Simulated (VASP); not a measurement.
**A slab model of Hf(0001)**

How does Hf(0001) behave as a surface?

Program: VASP 6.6.1. Level of theory: PBE; plane waves and PAW (Hf). Results are calculated unless marked as measured.

## 1. Set-up

The cell holds 7 atoms: 7 Hf. Its edges and angles: a = 3.200 Å, b = 3.200 Å, c = 33.187 Å, α = 90.0°, β = 90.0°, γ = 60.0°. Vacuum lies along c.

Structure file:

```
Hf
1.0
     3.20000    0.00000    0.00000
     1.60000    2.77128    0.00000
     0.00000    0.00000   33.18720
Hf
7
Direct
  0.00000 0.00000 0.27119
  0.66667 0.66667 0.34746
  0.00000 0.00000 0.42373
  0.66667 0.66667 0.50000
  0.00000 0.00000 0.57627
  0.66667 0.66667 0.65254
  0.00000 0.00000 0.72881
```

## 2. Vacuum level and density of states

A static run writes the electrostatic potential without exchange and correlation (LVHAR), which is flat in the vacuum and gives the level to count from. The dipole correction cancels the field that unlike faces would set up across the vacuum.

Contents of INCAR:

```
SYSTEM = Hf
PREC = Normal
ENCUT = 300
EDIFF = 1E-06
NELM = 120
ISMEAR = -1
SIGMA = 0.1
LREAL = .FALSE.
ALGO = Fast
GGA = PE
NBANDS = 32
LORBIT = 11
LWAVE = .FALSE.
LCHARG = .TRUE.
IDIPOL = 3
LDIPOL = .TRUE.
DIPOL = 0.5 0.5 0.5
LVHAR = .TRUE.
LVACPOTAV = .TRUE.
LELF = .TRUE.
NEDOS = 1500
```

Contents of POSCAR:

```
Hf
1.0
    3.2000000000      0.0000000000      0.0000000000
    1.6000000000      2.7712812921      0.0000000000
    0.0000000000      0.0000000000     33.1872000000
Hf
7
Direct
    0.0000000000      0.0000000000      0.2711888921
    0.6666666667      0.6666666667      0.3474592614
    0.0000000000      0.0000000000      0.4237296307
    0.6666666667      0.6666666667      0.5000000000
    0.0000000000      0.0000000000      0.5762703693
    0.6666666667      0.6666666667      0.6525407386
    0.0000000000      0.0000000000      0.7288111079
```

Contents of KPOINTS:

```
Automatic mesh
0
Gamma
15 15 1
0 0 0
```

Potentials, in the order of the species: Hf (PBE family, release 64).

Started as:

```console
$ mpirun -np 2 vasp_std
```

Output:

```text
[banner, memory and clock lines left out]
running    2 mpi-ranks, on    1 nodes
 distrk:  each k-point on    2 cores,    1 groups
 distr:  one band on    1 cores,    2 groups

 POSCAR found type information on POSCAR Hf
 POSCAR found :  1 types and       7 ions
 LDA part: xc-table for (Slater+PW92), standard interpolation
 POSCAR, INCAR and KPOINTS ok, starting setup
 FFT: planning ... GRIDC
 FFT: planning ... GRID_SOFT
 FFT: planning ... GRID
 WAVECAR not read
 entering main loop
       N       E                     dE             d eps       ncg     rms          rms(c)
DAV:   1     0.220681782900E+02    0.22068E+02   -0.64691E+03  1728   0.419E+02
DAV:   2    -0.638788414761E+02   -0.85947E+02   -0.77472E+02  2480   0.936E+01
DAV:   3    -0.721521005006E+02   -0.82733E+01   -0.78104E+01  2248   0.267E+01
DAV:   4    -0.725807711945E+02   -0.42867E+00   -0.42394E+00  2760   0.605E+00
DAV:   5    -0.725965227864E+02   -0.15752E-01   -0.15737E-01  2736   0.109E+00    0.238E+01
RMM:   6    -0.115359747336E+03   -0.42763E+02   -0.48327E+01  2687   0.127E+01    0.213E+01
RMM:   7    -0.932811456480E+02    0.22079E+02   -0.18671E+01  2173   0.932E+00    0.194E+01
RMM:   8    -0.731618365332E+02    0.20119E+02   -0.77427E+00  2199   0.667E+00    0.107E+01
RMM:   9    -0.682950557697E+02    0.48668E+01   -0.16409E+00  2057   0.341E+00    0.550E+00
RMM:  10    -0.680987849027E+02    0.19627E+00   -0.44056E-01  2397   0.178E+00    0.380E+00
RMM:  11    -0.679173403506E+02    0.18144E+00   -0.19536E-01  2423   0.119E+00    0.272E+00
RMM:  12    -0.677626006563E+02    0.15474E+00   -0.33411E-01  2243   0.163E+00    0.445E-01
RMM:  13    -0.677650924481E+02   -0.24918E-02   -0.78992E-02  2657   0.711E-01    0.278E-01
RMM:  14    -0.677668348249E+02   -0.17424E-02   -0.80802E-03  2485   0.230E-01    0.213E-01
RMM:  15    -0.677654210693E+02    0.14138E-02   -0.48730E-03  2240   0.200E-01    0.133E-01
RMM:  16    -0.677656087775E+02   -0.18771E-03   -0.22431E-03  2655   0.108E-01    0.132E-01
RMM:  17    -0.677654969287E+02    0.11185E-03   -0.34916E-04  2369   0.481E-02    0.705E-02
RMM:  18    -0.677654808536E+02    0.16075E-04   -0.32649E-04  2139   0.542E-02    0.278E-02
RMM:  19    -0.677654783597E+02    0.24939E-05   -0.54903E-05  2401   0.208E-02    0.852E-03
RMM:  20    -0.677655565318E+02   -0.78172E-04   -0.28486E-05  2387   0.130E-02    0.865E-03
RMM:  21    -0.677655773940E+02   -0.20862E-04   -0.11779E-05  2384   0.696E-03    0.619E-03
RMM:  22    -0.677656039562E+02   -0.26562E-04   -0.83880E-06  2241   0.643E-03    0.318E-03
RMM:  23    -0.677656047607E+02   -0.80449E-06   -0.12765E-06  1615   0.286E-03
|                                                                             |
|           W    W    AA    RRRRR   N    N  II  N    N   GGGG   !!!           |
|           W    W   A  A   R    R  NN   N  II  NN   N  G    G  !!!           |
|           W    W  A    A  R    R  N N  N  II  N N  N  G       !!!           |
|           W WW W  AAAAAA  RRRRR   N  N N  II  N  N N  G  GGG   !            |
|           WW  WW  A    A  R   R   N   NN  II  N   NN  G    G                |
|           W    W  A    A  R    R  N    N  II  N    N   GGGG   !!!           |
|                                                                             |
|     Did not find any points to average over, which means that no vacuum     |
|     field-free region was found. Please increase the size of  your cell     |
|     in the dimension of the dipole correction to obtain accurate            |
|     workfunction values.                                                    |
|                                                                             |

   1 F= -.67765605E+02 E0= -.67620797E+02  d E =-.289616E+00
```

Run time: 67 s. Hardware: 2 MPI ranks of AMD EPYC 7R43, shared host; peak memory 0.29 GiB; 2.2 min of CPU time.

Lines that name or quote the potential files are left out of all logs, and their timing lines are given in words.

From OUTCAR (step 2):

```text
ion  position               nearest neighbor table
   1  0.000  0.000  0.271-   2 3.13   2 3.13   2 3.13
   2  0.667  0.667  0.347-   1 3.13   3 3.13   1 3.13   3 3.13   1 3.13   3 3.13
   3  0.000  0.000  0.424-   4 3.13   2 3.13   4 3.13   2 3.13   4 3.13   2 3.13
   4  0.667  0.667  0.500-   3 3.13   5 3.13   3 3.13   5 3.13   3 3.13   5 3.13
   5  0.000  0.000  0.576-   4 3.13   6 3.13   4 3.13   6 3.13   4 3.13   6 3.13
   6  0.667  0.667  0.653-   7 3.13   5 3.13   7 3.13   5 3.13   7 3.13   5 3.13
   7  0.000  0.000  0.729-   6 3.13   6 3.13   6 3.13

  LATTYP: Found a hexagonal cell.
 ALAT       =     3.2000000000
 C/A-ratio  =    10.3710000000

 Subroutine GETGRP returns: Found 12 space group operations
 (whereof 12 operations were pure point group operations)

The static configuration has the point symmetry D_3h.

 Found     27 irreducible k-points:

   k-points           NKPTS =     27   k-points in BZ     NKDIM =     27   number of bands    NBANDS=     32

   dimension x,y,z NGX =    14 NGY =   14 NGZ =  144
   dimension x,y,z NGXF=    28 NGYF=   28 NGZF=  288

   ENCUT  =  300.0 eV  22.05 Ry    4.70 a.u.   4.52  4.52 46.87*2*pi/ulx,y,z

   NELECT =      28.0000    total number of electrons

 k-points in reciprocal lattice and weights: Automatic mesh
   0.00000000  0.00000000  0.00000000       0.004
   0.06666667  0.00000000  0.00000000       0.027
   0.13333333  0.00000000  0.00000000       0.027
   0.20000000  0.00000000  0.00000000       0.027
   0.26666667  0.00000000  0.00000000       0.027
   0.33333333  0.00000000  0.00000000       0.027
   0.40000000 -0.00000000  0.00000000       0.027
   0.46666667 -0.00000000  0.00000000       0.027
   0.13333333  0.06666667  0.00000000       0.027
[...]
-0.40000000  0.26666667  0.00000000       0.053
  -0.33333333  0.33333333  0.00000000       0.009

 dipolmoment           0.000000      0.000000     -0.000000 electrons x Angstroem

 average (electrostatic) potential at core
       1 -40.7229       2 -40.2455       3 -40.2644       4 -40.3178       5 -40.2644
       6 -40.2455       7 -40.7229

 E-fermi :   0.8287

 k-point     1 :       0.0000    0.0000    0.0000
  band No.  band energies     occupation
    ...
      5      -3.7367      2.00000
      6      -3.1580      2.00000
      7      -2.8822      2.00000
      8       0.7241      1.48013
      9       0.7837      1.22158
     10       0.9961      0.31587
     11       1.1355      0.08887
     12       1.4129      0.00579
     13       1.4142      0.00571
     14       1.8761      0.00006
    ...

 k-point     2 :       0.0667    0.0000    0.0000
  band No.  band energies     occupation
    ...
      6      -3.0253      2.00000
      7      -2.7489      2.00000
      8       0.6618      1.68292
      9       0.7232      1.48341
     10       0.9024      0.64754
     11       1.0133      0.27266
     12       1.2545      0.02792
     13       1.3690      0.00897
     14       1.6723      0.00043
     15       1.7025      0.00032
    ...

 k-point     3 :       0.1333    0.0000    0.0000
  band No.  band energies     occupation
    ...
      8       0.4073      1.97087
      9       0.4097      1.97017
     10       0.7425      1.40606
     11       0.7485      1.38077
     12       0.9101      0.61399
     13       1.1565      0.07266
     14       1.3098      0.01616
     15       1.3192      0.01471
     16       1.4630      0.00351
     17       1.6810      0.00040
    ...

  Total       -3.1824870     -3.1824870     -3.4289306      0.0000000     -0.0000000     -0.0000000
  in kB      -17.3251108    -17.3251108    -18.6667228      0.0000000     -0.0000000     -0.0000000
  external PRESSURE =     -17.7723148 kB  Pullay stress =       0.0000000 kB

  energy-cutoff  :      300.00
  volume of cell :      294.31
      direct lattice vectors                 reciprocal lattice vectors
     3.200000000  0.000000000  0.000000000     0.312500000 -0.180421959  0.000000000
     1.600000000  2.771281292  0.000000000     0.000000000  0.360843918  0.000000000
     0.000000000  0.000000000 33.187200000     0.000000000  0.000000000  0.030132099

 POSITION                                       TOTAL-FORCE (eV/Angst)
 -----------------------------------------------------------------------------------
      0.00000      0.00000      9.00000         0.000000      0.000000      0.663622
      3.20000      1.84752     11.53120        -0.000000      0.000000     -0.733546
      0.00000      0.00000     14.06240         0.000000      0.000000      0.128056
      3.20000      1.84752     16.59360        -0.000000     -0.000000     -0.000000
      0.00000      0.00000     19.12480         0.000000      0.000000     -0.128056
      3.20000      1.84752     21.65600        -0.000000      0.000000      0.733546
      0.00000      0.00000     24.18720         0.000000     -0.000000     -0.663622
 -----------------------------------------------------------------------------------
    total drift:                                0.000000      0.000000      0.000000

  FREE ENERGIE OF THE ION-ELECTRON SYSTEM (eV)
  ---------------------------------------------------
  free  energy   TOTEN  =       -67.7656047607 eV

  energy  without entropy=      -67.4759892499  energy(sigma->0) =      -67.62079701

 vacuum level on the upper side and lower side of the slab         5.194         5.194

 total charge
# of ion       s       p       d       tot
------------------------------------------
    1        0.630   0.359   1.880   2.869
    2        0.609   0.485   1.981   3.074
    3        0.613   0.482   1.991   3.086
    4        0.613   0.477   1.990   3.080
    5        0.613   0.482   1.991   3.086
    6        0.609   0.485   1.981   3.074
    7        0.630   0.359   1.880   2.869
--------------------------------------------------
tot          4.318   3.128  13.692  21.139

[... 3 further parts left out ...]
```

The data set Hf keeps the semicore shell frozen, which is cheaper and a little less accurate.

This step gave:

```
electronic cycles                               : 23
electrons                                       : 28
free energy (TOTEN)                             : -67.7656 eV
energy at zero smearing                         : -67.6208 eV
Fermi energy                                    : 0.8287 eV
labelled metallic, from the levels on this mesh : yes
DOS at the Fermi level                          : 8.769 states/eV/cell
dipole moment                                   : 0, 0, 0 e·Å
vacuum levels                                   : 5.194, 5.194 eV
work functions of the upper and lower face      : 4.365, 4.365 eV
```

The density of states has structure finer than the step of the table below, so its rows give means over 0.5 eV, whole bins alone (the curve runs from -8.16 to 7.08 eV). Peaks (eV: height): total -0.87: 10.4, 1.09: 12.3; Hf s -3.46: 1.51; Hf p -0.81: 1.38, 1.06: 1.56; Hf d -0.87: 6.47, 1.09: 8.43.

Table of density of states by energy, zero at the Fermi level; means over each step; values in states/eV/cell:

```csv
energy (eV),total,Hf s,Hf p,Hf d
-7.5,0.0164,0.0107,9.5e-5,0
-7.0,0.213,0.137,0.00518,0
-6.5,0.487,0.302,0.0224,0.00244
-6.0,0.708,0.420,0.0491,0.0101
-5.5,0.947,0.531,0.0870,0.0275
-5.0,1.27,0.666,0.141,0.0687
-4.5,1.61,0.771,0.198,0.156
-4.0,2.43,1.01,0.296,0.431
-3.5,4.01,1.34,0.392,1.25
-3.0,4.72,1.24,0.439,1.86
-2.5,5.70,0.998,0.493,2.84
-2.0,5.43,0.503,0.487,3.18
-1.5,6.36,0.213,0.757,3.99
-1.0,10.1,0.272,1.31,6.34
-0.5,7.89,0.151,1.03,4.84
0.0,8.75,0.131,1.21,5.16
0.5,10.8,0.130,1.37,7.14
1.0,11.7,0.179,1.47,7.96
1.5,8.92,0.103,0.737,6.81
2.0,7.62,0.0536,0.383,6.13
2.5,6.30,0.0368,0.283,4.92
3.0,5.67,0.0540,0.298,4.26
3.5,4.82,0.0919,0.347,3.41
4.0,2.98,0.0474,0.155,2.35
4.5,2.93,0.0521,0.129,2.39
5.0,3.03,0.0682,0.126,2.50
5.5,1.93,0.0602,0.0816,1.59
6.0,0.531,0.00544,0.0348,0.443
6.5,0.0365,3.5e-4,0.00341,0.0287
```

The planar average of the electrostatic potential oscillates, so the rows of the table below give means over windows of 2.54 Å about each position, cut where the curve ends. Its maxima inside the range that stand out by 2 % of the span (Å: eV): 10.3: -0.363, 12.8: -0.632, 15.3: -0.675, 17.9: -0.675, 20.4: -0.632, 22.9: -0.363. Its minima: 9.0: -9.61, 11.5: -9.44, 14.1: -9.38, 16.6: -9.45, 19.1: -9.38, 21.7: -9.44, 24.2: -9.61.

Zero at the Fermi level. Planar average of the electrostatic potential against height; means over each step:

```csv
height (Å),planar average of the electrostatic potential (eV)
1.27,4.37
3.81,4.37
6.35,3.83
8.89,-5.11
11.43,-5.09
13.97,-5.15
16.51,-5.20
19.05,-5.15
21.59,-5.10
24.13,-5.20
26.67,3.59
29.21,4.36
31.75,4.37
```

Density of states in the PAW spheres, an atom over height of the layer and energy from the Fermi level.

Ten even steps from '_' (0.00 states/eV) to '@' (1.49 states/eV), each cell a mean:
```
@@**##%%##**@@
@@==++==++==@@
##==========##
**##########**
**##******##**
--==========--
----======----
--==========--
--==------==--
::----------::
::::------::::
......::......
..............
____......____
______________
______________
______________
______________
______________
______________
______________
______________
```
Columns: height of the layer (Å) from 9 to 24.2; rows upwards: energy from the Fermi level (eV) from -7.9 to 0.5.

Force by atom:

```csv
atom,x (eV/Å),y (eV/Å),z (eV/Å),size
Hf1,0.000,0.000,0.664,0.664
Hf2,0.000,0.000,-0.734,0.734
Hf3,0.000,0.000,0.128,0.128
Hf4,0.000,0.000,0.000,0.000
Hf5,0.000,0.000,-0.128,0.128
Hf6,0.000,0.000,0.734,0.734
Hf7,0.000,0.000,-0.664,0.664
```

Electrostatic potential energy in the ca plane at fractional y = 0.000, with atoms of Hf within 0.2 Å of it. With pseudopotentials it is smooth inside the atoms' cores, unlike the true potential.

Ten even steps from '0' (-27 eV) to '9' (5 eV), each cell a mean:
```
52001378988987520014789889974100146899999999
64223578877888642235788778886422357999999999
87656788655678876667886556788765678999999999
88888887644578888888875445789888889999999999
88777887654578887778876545788877789999999999
75445688766788754457887667887544578999999999
53102478888887531024788888875200247899999999
41000368999987410003689999974100036899999999
```
Columns run along c (16.0 Å, from fractional 0.40 to 0.88 of the cell; values clipped at the 3rd and 97th percentile), rows up along a (3.2 Å). Atoms in or near the plane, at fractional coordinates: Hf at (0.42, 0.00), Hf at (0.58, 0.00), Hf at (0.73, 0.00).

ELF in the ca plane at fractional y = 0.000, with atoms of Hf within 0.2 Å of it. It is the smooth field of the valence electrons, not physical close to the nuclei.

Ten even steps from '0' (0.00) to '9' (0.80), each cell a mean:
```
10000258888874100002588899851000000110000000
10000246555554100012565456652100112221000000
43223453212245422234532122454322344432100000
65445653111136654466531001356544566542100000
54334553111235543345531112355433456542100000
21111345433454211113553334553111123321000000
10000257777774100002577778751000001111000000
10000258999985100002589999951000000110000000
```
Columns run along c (16.0 Å, from fractional 0.40 to 0.88 of the cell), rows up along a (3.2 Å). Atoms in or near the plane, at fractional coordinates: Hf at (0.42, 0.00), Hf at (0.58, 0.00), Hf at (0.73, 0.00).

Valence density in the ca plane at fractional y = 0.000, with atoms of Hf within 0.2 Å of it. It is the smooth field of the valence electrons, not physical close to the nuclei.

Ten even steps from '0' (0.00 e/Å³) to '9' (0.27 e/Å³), each cell a mean:
```
77667877777777776677767777777557952100000000
66787666677666667776666676666778742100000000
56666555666655566666556666666676542100000000
66666655677655566666556776556666532100000000
66666555667655566666556666556666532100000000
66776666666666667766666666666777642100000000
67777766777766677777666777767667852100000000
88677877777777886678777777777448962100000000
```
Columns run along c (16.0 Å, from fractional 0.40 to 0.88 of the cell), rows up along a (3.2 Å). Atoms in or near the plane, at fractional coordinates: Hf at (0.42, 0.00), Hf at (0.58, 0.00), Hf at (0.73, 0.00).

Only the dipole across the slab is computed (IDIPOL = 3); zeros along the plane are no results.

The density of states holds every band computed, so its fall toward the upper end of the range is no gap.

The map of layer states is cut here 0.5 eV above the Fermi level, so it leaves out the states above that.

The vacuum level lies 4.37 eV above the Fermi level at the upper face; both faces agree, as the slab has next to no dipole.

The program found no field-free point at its default tolerance, but its printed level agrees with the flat part of the planar average.

On this mesh the fine structure of the density of states is sampling noise, and high empty states may be cut by the number of bands.

## 3. Putting the energies together

This step: slab, PBE; plane waves and PAW (VASP 6.6.1).

No new run; the numbers come from the runs before.

## 4. Outcome

```json
{
  "work function of the slab": "4.37 eV"
}
```

What this shows: The work function is 4.37 eV at both faces. Spin-orbit coupling is left out, which matters for the heavy elements here. No atom was relaxed. The cell in the plane was kept as given and was not relaxed here.

[Lines on the potential files, build, host, timing and source positions are cut from VASP's logs without a mark.]

[Logs are printed without paths, hosts, clocks, repeated set-up lines and the standing remarks that a program may print on its own settings, such as how far it seeks lower states.]

[Hosts, paths, dates, database ids (printed as entryN), source tags and the programs' standing remarks are cut or masked in the printed files.]

[In band tables of VASP the shares of atoms and orbitals are scaled to a sum of 1 inside the atoms' spheres.]

[Runs that stopped without an error message from VASP are left out.]
